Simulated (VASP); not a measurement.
An input for Ansatz (written as the equivalent of a VASP run, and not itself run):

Ansatz 0.2 input:
```yaml
crystal:
  lattice:
    - [5.2168918, 0.0000000, 0.0000000]
    - [0.0000000, 5.2168918, 0.0000000]
    - [0.0000000, 0.0000000, 5.2168918]
  atoms:
    - { symbol: Nb, position: [0.2500000, 0.0000000, 0.5000000] }
    - { symbol: Nb, position: [0.5000000, 0.2500000, 0.0000000] }
    - { symbol: Nb, position: [0.5000000, 0.7500000, 0.0000000] }
    - { symbol: Nb, position: [0.7500000, 0.0000000, 0.5000000] }
    - { symbol: Nb, position: [0.0000000, 0.5000000, 0.7500000] }
    - { symbol: Nb, position: [0.0000000, 0.5000000, 0.2500000] }
    - { symbol: Sn, position: [0.5000000, 0.5000000, 0.5000000] }
    - { symbol: Sn, position: [0.0000000, 0.0000000, 0.0000000] }
kpoints:
  mp_grid: { grid: [7, 7, 7] }
hamiltonian:
  xc: lda
  pseudopotentials: { kind: paw }
scf:
  occupations: { method: tetrahedron }
  max_iter: 100
output: { forces: true, stress: true, eigenvalues: true }
```

Task: Translate this input to VASP (INCAR, KPOINTS, POSCAR, choice of POTCAR).

Result: This is not unique; one that fits is 
File KPOINTS:
```
kpoints
0
Gamma
 7 7 7
```

INCAR:
```
SYSTEM = Nb3Sn
PREC = Accurate
ENCUT = 400
EDIFF = 1E-7
NELM = 100
ALGO = Normal
LREAL = .FALSE.
LASPH = .TRUE.
ISMEAR = -5
LMAXMIX = 4
LWAVE = .FALSE.
LCHARG = .TRUE.
LORBIT = 11
NEDOS = 601
ISIF = 2
LEFG = .TRUE.
```

### POSCAR
```
Nb3Sn
5.2168920
  0.9999999670   0.0000000000   0.0000000000
  0.0000000000   0.9999999670   0.0000000000
  0.0000000000   0.0000000000   0.9999999670
Nb Sn
6 2
direct
  0.2500000000   0.0000000000   0.5000000000
  0.5000000000   0.2500000000   0.0000000000
  0.5000000000   0.7500000000   0.0000000000
  0.7500000000   0.0000000000   0.5000000000
  0.0000000000   0.5000000000   0.7500000000
  0.0000000000   0.5000000000   0.2500000000
  0.5000000000   0.5000000000   0.5000000000
  0.0000000000   0.0000000000   0.0000000000
```

POTCAR, in this order: Nb_sv Sn_d (LDA.64 set). Program: vasp_std.

The two are equivalent in intent, not identical: each code has its own PAW files, so the cut-off isn't converted (ENCUT is set for VASP's; basis.ecutwfc is left out, and Ansatz then takes the one that its files recommend); Ansatz stops its SCF on the density residual and VASP on the energy change (EDIFF); Ansatz's lda is the Perdew-Wang form, while the LDA potentials of VASP carry Perdew-Zunger's; the field gradients of LEFG aren't asked of the other code.

The compound is Nb3Sn in the A15 structure. It was relaxed first.
